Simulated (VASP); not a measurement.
Wanted: the native input for a VASP 6.6.1 run.

```yaml
Task: single point
Functional: LDA
Potentials_or_basis: VASP PAW LDA potentials, release 64 (Sn_d, S, Be)
Cutoff: 520 eV
k_mesh: 4 × 4 × 4
Occupations: gaussian, width 0.05 eV
Spin: no spin polarisation
Dipole_correction: no
Further_INCAR_settings: ALGO = Fast; EDIFF = 1e-07; NBANDS = 21
```

The structure of Be3SnS lies in POSCAR:

```
Be3SnS
1.0
    4.5800000000      0.0000000000      0.0000000000
    0.0000000000      4.5800000000      0.0000000000
    0.0000000000      0.0000000000      4.5800000000
Sn S Be
1 1 3
Direct
    0.0000000000      0.0000000000      0.0000000000
    0.5000000000      0.5000000000      0.5000000000
    0.5000000000      0.5000000000      0.0000000000
    0.5000000000      0.0000000000      0.5000000000
    0.0000000000      0.5000000000      0.5000000000
```

The cell comes from a database or a generator and needn't be the stable form of this composition.

These files were run (other wordings do the same):

INCAR

```
PREC = Accurate
ENCUT = 520
EDIFF = 1E-7
ISMEAR = 0
SIGMA = 0.05
LREAL = False
LASPH = True
NELM = 80
ALGO = Fast
ISIF = 2
LWAVE = False
LCHARG = True
GGA = CA
LELF = True
LVHAR = True
NBANDS = 21
```

KPOINTS

```
regular mesh
0
Gamma
  4 4 4
```

Potentials or basis: VASP PAW LDA potentials, release 64 (Sn_d, S, Be).

Run with:

```bash
$ cat potpaw_LDA.64/Sn_d/POTCAR potpaw_LDA.64/S/POTCAR potpaw_LDA.64/Be/POTCAR > POTCAR
$ mpirun -np 1 vasp_std > vasp.out
```

It gave:

```yaml
Pressure: -14.1 GPa
Band_gap_on_the_k_mesh: none (metal or under the smearing width)
```

It took 10 s on 1 thread of Intel(R) Xeon(R) 6975P-C (Granite Rapids) (shared host), peak memory 0.18 GiB.
